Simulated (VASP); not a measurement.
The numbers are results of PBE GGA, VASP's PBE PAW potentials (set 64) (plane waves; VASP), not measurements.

VASP ran on this input.

### KPOINTS
```
Automatic mesh
0
Gamma
8 8 8
0 0 0
```

**POSCAR**
```
Ni3Si
3.6058960
  0.9720346899   0.0000000000   0.0000000000
  0.0000000000   0.9969674666   0.0000000000
  0.0000000000   0.0000000000   1.0000000000
Si Ni
1 3
Cartesian
  0.0000000000   0.0000000000   0.0000000000
  0.0000000000   0.4984837333   0.5000000000
  0.4860173449   0.0000000000   0.5000000000
  0.5089077898   0.4984837333   0.0000000000
```

### INCAR
```
ALGO=All
EDIFF=1E-6
ENCUT=400
GGA=PE
ISIF=2
ISMEAR=1
LASPH=.True.
LCHARG=.False.
LMAXMIX=4
LREAL=.False.
LWAVE=.False.
NELM=100
PREC=Accurate
SIGMA=0.1
SYSTEM=Ni3Si
```

POTCAR, in this order: Si Ni (PBE.64 set). Program: vasp_std.

The run wrote:

**OSZICAR**
```
       N       E                     dE             d eps       ncg     rms           ort
DAV:   1     0.177040612495E+03    0.17704E+03   -0.14096E+04  2625   0.186E+03
DAV:   2    -0.176353979470E+02   -0.19468E+03   -0.18777E+03  2625   0.341E+02
DAV:   3    -0.269623169422E+02   -0.93269E+01   -0.89308E+01  2625   0.980E+01
DAV:   4    -0.271942265071E+02   -0.23191E+00   -0.23087E+00  2625   0.138E+01
DAV:   5    -0.272024578069E+02   -0.82313E-02   -0.82295E-02  2625   0.247E+00
SDA:   6    -0.810080582971E+01    0.19102E+02   -0.82295E-02  2625   0.176E+03   0.000E+00
CGA:   7    -0.224554918893E+02   -0.14355E+02   -0.14565E+02  2625   0.242E+01  -0.287E+01
CGA:   8    -0.232743560912E+02   -0.81886E+00   -0.81409E+00  2625   0.333E+01   0.288E-01
CGA:   9    -0.234759082607E+02   -0.20155E+00   -0.21970E+00  2625   0.283E+00  -0.241E+00
CGA:  10    -0.235423321619E+02   -0.66424E-01   -0.66391E-01  2625   0.240E+00   0.419E-03
CGA:  11    -0.235605666749E+02   -0.18235E-01   -0.18371E-01  2625   0.430E-01  -0.123E-02
CGA:  12    -0.235688924080E+02   -0.83257E-02   -0.83264E-02  2625   0.318E-01  -0.680E-05
CGA:  13    -0.235723019663E+02   -0.34096E-02   -0.34130E-02  2625   0.866E-02   0.902E-05
CGA:  14    -0.235731000678E+02   -0.79810E-03   -0.79789E-03  2625   0.247E-02   0.189E-05
CGA:  15    -0.235737510673E+02   -0.65100E-03   -0.65103E-03  2625   0.250E-02  -0.391E-06
CGA:  16    -0.235739401960E+02   -0.18913E-03   -0.18891E-03  2625   0.359E-03   0.147E-05
CGA:  17    -0.235740339214E+02   -0.93725E-04   -0.93864E-04  2625   0.404E-03  -0.147E-05
CGA:  18    -0.235740669737E+02   -0.33052E-04   -0.32991E-04  2625   0.903E-04  -0.400E-06
CGA:  19    -0.235740909187E+02   -0.23945E-04   -0.24018E-04  2625   0.114E-03  -0.711E-06
CGA:  20    -0.235741031578E+02   -0.12239E-04   -0.12171E-04  2625   0.399E-04  -0.949E-06
CGA:  21    -0.235741081707E+02   -0.50129E-05   -0.49612E-05  2625   0.231E-04  -0.113E-05
CGA:  22    -0.235741133344E+02   -0.51637E-05   -0.53063E-05  2625   0.189E-04  -0.206E-05
CGA:  23    -0.235741147473E+02   -0.14129E-05   -0.13580E-05  2625   0.530E-05  -0.591E-06
CGA:  24    -0.235741166757E+02   -0.19284E-05   -0.21917E-05  2625   0.383E-05  -0.993E-06
CGA:  25    -0.235741168852E+02   -0.20946E-06   -0.19994E-06  2625   0.106E-05  -0.757E-07
   1 F= -.23574117E+02 E0= -.23574518E+02  d E =0.120285E-02
```

**OUTCAR**
```
------------------------ aborting loop because EDIFF is reached ----------------------------------------
  FORCE on cell =-STRESS in cart. coord.  units (eV):
  Direction    XX          YY          ZZ          XY          YZ          ZX
  --------------------------------------------------------------------------------------
  Total       -2.1824069     -3.0846752     -3.1438947      0.0000000      0.0000000      0.0000000
  in kB      -76.9562632   -108.7721439   -110.8603485      0.0000000      0.0000000      0.0000000
  external PRESSURE =     -98.8629185 kB  Pullay stress =       0.0000000 kB
  volume of cell :       45.44
      direct lattice vectors                 reciprocal lattice vectors
     3.505056000  0.000000000  0.000000000     0.285302146  0.000000000  0.000000000
     0.000000000  3.594961000  0.000000000     0.000000000  0.278167134  0.000000000
     0.000000000  0.000000000  3.605896000     0.000000000  0.000000000  0.277323583
 POSITION                                       TOTAL-FORCE (eV/Angst)
 -----------------------------------------------------------------------------------
      0.00000      0.00000      0.00000         0.175384      0.000000      0.000000
      0.00000      1.79748      1.80295         0.441063      0.000000      0.000000
      1.75253      0.00000      1.80295        -0.035078      0.000000      0.000000
      1.83507      1.79748      0.00000        -0.581369      0.000000      0.000000
 -----------------------------------------------------------------------------------
    total drift:                                0.000015     -0.000000      0.000011
  FREE ENERGIE OF THE ION-ELECTRON SYSTEM (eV)
  ---------------------------------------------------
  free  energy   TOTEN  =       -23.5741168852 eV

  energy  without entropy=      -23.5753197338  energy(sigma->0) =      -23.57451783
```
(Selected blocks of OUTCAR.)

The compound is Ni3Si in the L1_2 structure. The cell was not relaxed at this level, atoms are displaced from their ideal sites. The run is one of a series of settings (ALGO = All against the base run), some of them coarse on purpose. The run is not spin-polarised, so no magnetic state was tried.
